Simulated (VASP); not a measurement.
```xyz
1
Lattice="-1.6288 1.6288 2.5194 1.6288 -1.6288 2.5194 1.6288 1.6288 -2.5194" Properties=species:S:1:pos:R:3 pbc="T T T"
In     0.0000     0.0000     0.0000
```

The numbers are results of rev-vdW-DF2, VASP's PBE PAW potentials (set 64) (plane waves; VASP 6.6.1), not measurements. Numerical set-up: 520 eV cut-off, Gaussian smearing of 0.050 eV, potentials In_d.

Unless said otherwise, spin-orbit coupling is left out, though it shifts the bands of the heavy elements here.

Question: What does the run give for the band gap (along the path) with the smallest direct gap where there is one?

Answer: 
| Property | Result |
|---|---|
| band gap (along the path) | none (metal, semimetal or under 0.01 eV) |

The absolute energy has meaning only against runs of the same code, potentials and settings.

The compound is In in the bct structure. It was relaxed first.
